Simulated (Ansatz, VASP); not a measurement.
# V3Ge: VASP beside Ansatz

Contents of INCAR:

```
SYSTEM = V3Ge
PREC = Accurate
ENCUT = 520
EDIFF = 1E-6
ISMEAR = 0
SIGMA = 0.1
LREAL = .False.
LASPH = .True.
NELM = 100
ALGO = Normal
ISIF = 2
LWAVE = .False.
LCHARG = .True.
GGA = CA
LELF = .True.
LVHAR = .True.
NBANDS = 63
```

The input KPOINTS:

```
regular mesh
0
Gamma
  5 5 5
  0 0 0
```

POSCAR

```
V3Ge
1.0
    4.7680000000      0.0000000000      0.0000000000
    0.0000000000      4.7680000000      0.0000000000
    0.0000000000      0.0000000000      4.7680000000
Ge V
2 6
Direct
    0.0000000000      0.0000000000      0.0000000000
    0.5000000000      0.5000000000      0.5000000000
    0.2500000000      0.0000000000      0.5000000000
    0.5000000000      0.7500000000      0.0000000000
    0.7500000000      0.0000000000      0.5000000000
    0.5000000000      0.2500000000      0.0000000000
    0.0000000000      0.5000000000      0.7500000000
    0.0000000000      0.5000000000      0.2500000000
```

Input for Ansatz:

```yaml
crystal:
  lattice:
    - [4.768, 0.0, 0.0]
    - [0.0, 4.768, 0.0]
    - [0.0, 0.0, 4.768]
  atoms:
    - { symbol: Ge, position: [0.0, 0.0, 0.0] }
    - { symbol: Ge, position: [0.5, 0.5, 0.5] }
    - { symbol: V, position: [0.25, 0.0, 0.5] }
    - { symbol: V, position: [0.5, 0.75, 0.0] }
    - { symbol: V, position: [0.75, 0.0, 0.5] }
    - { symbol: V, position: [0.5, 0.25, 0.0] }
    - { symbol: V, position: [0.0, 0.5, 0.75] }
    - { symbol: V, position: [0.0, 0.5, 0.25] }
hamiltonian:
  xc: lda
  pseudopotentials: { kind: paw }
basis:
  ecutwfc: 420
kpoints:
  mp_grid: { grid: [5, 5, 5] }
scf:
  occupations: { method: gaussian, width: 0.1 }
  lower_state_search: "off"
output:
  forces: true
  stress: true
```

Alike in both runs: task single point; functional LDA; k mesh 5 × 5 × 5; occupations gaussian, width 0.1 eV; no spin polarisation.

|  | VASP | Ansatz |
| --- | --- | --- |
| version | VASP 6.6.1 | Ansatz 0.2.0 |
| potentials or method | VASP PAW LDA potentials, release 64 (Ge_d, V_sv) | PAW, plane waves, scalar-relativistic |
| plane-wave cutoff (eV) | 520 | 420 |
| valence electrons in the cell | 106 | 106 |

```csv
,VASP,Ansatz,Ansatz less VASP
pressure (GPa),-12.3,-12.8,-0.48
```
